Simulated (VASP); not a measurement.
Write the native input for VASP 6.6.1 that does the following.

| Quantity | Value |
| --- | --- |
| Task | single point |
| Functional | PBE |
| Potentials or basis | VASP PAW PBE potentials, release 64 (Sc_sv, Ge_d, O, Cs_sv) |
| Cutoff | 520 eV |
| k mesh | 3 × 3 × 2 |
| Occupations | methfessel-paxton, width 0.15 eV |
| Spin | no spin polarisation |
| Dipole correction | no |
| Further INCAR settings | ALGO = Fast; EDIFF = 1e-07; NBANDS = 70 |

The structure of Cs3ScGe2O8 lies in POSCAR:

```
Cs3ScGe2O8
1.0
    6.0209320000     -0.1825540000     -0.0967050000
   -3.1685620000      5.3332540000      0.2304150000
   -0.1254090000      0.2726270000      8.0786830000
Sc Ge O Cs
1 2 8 3
Direct
   -0.0008045958      0.0032487516      0.5004482328
    0.6622618065      0.3307603894      0.7428294776
    0.3235891835      0.6652267142      0.2548810838
    0.6813984379      0.3394643419      0.9615645223
    0.3252459883      0.6654661792      0.0450057916
    0.3390638807      0.1611669574      0.6629832967
    0.8209263164      0.1698688517      0.6567275072
    0.8284897413      0.6589334383      0.6727423210
    0.1713539912      0.3377447458      0.3365911662
    0.1813521079      0.8321836118      0.3299232150
    0.6460427163      0.8033902253      0.3313998584
    0.6713382614      0.3291156750      0.3137143243
    0.3249799187      0.6664755099      0.6947668609
    0.9924422844      0.9974812237      0.9987513429
```

The cell was built by a generator and needn't be a form met in nature.

The input as run:

INCAR

```
SYSTEM = Cs3ScGe2O8
PREC = Accurate
ENCUT = 520
EDIFF = 1E-7
ISMEAR = 1
SIGMA = 0.15
LREAL = .False.
LASPH = .True.
NELM = 100
ALGO = Fast
ISIF = 2
LWAVE = .False.
LCHARG = .False.
GGA = PE
NBANDS = 70
```

KPOINTS

```
Automatic mesh
0
Gamma
  3 3 2
  0 0 0
```

Potentials or basis: VASP PAW PBE potentials, release 64 (Sc_sv, Ge_d, O, Cs_sv).

Launch:

```bash
$ cat potpaw_PBE.64/Sc_sv/POTCAR potpaw_PBE.64/Ge_d/POTCAR potpaw_PBE.64/O/POTCAR potpaw_PBE.64/Cs_sv/POTCAR > POTCAR
$ mpirun -np 1 vasp_std > vasp.out
```

Results of the run:

The pressure is -0.2 GPa. The largest force is 1.826 eV/Å. The band gap on the k mesh is none (metal or under the smearing width).

Caveat: the k mesh is coarse (spacing up to 0.41 Å⁻¹), so the values aren't converged; forces of over 1 eV/Å show positions far from the minimum, so gaps and moduli don't describe the material at rest.

Run time: 4.9 min on 1 thread of AMD EPYC 9R45 96-Core Processor (Zen 5), on a shared host, peak memory 0.43 GiB.
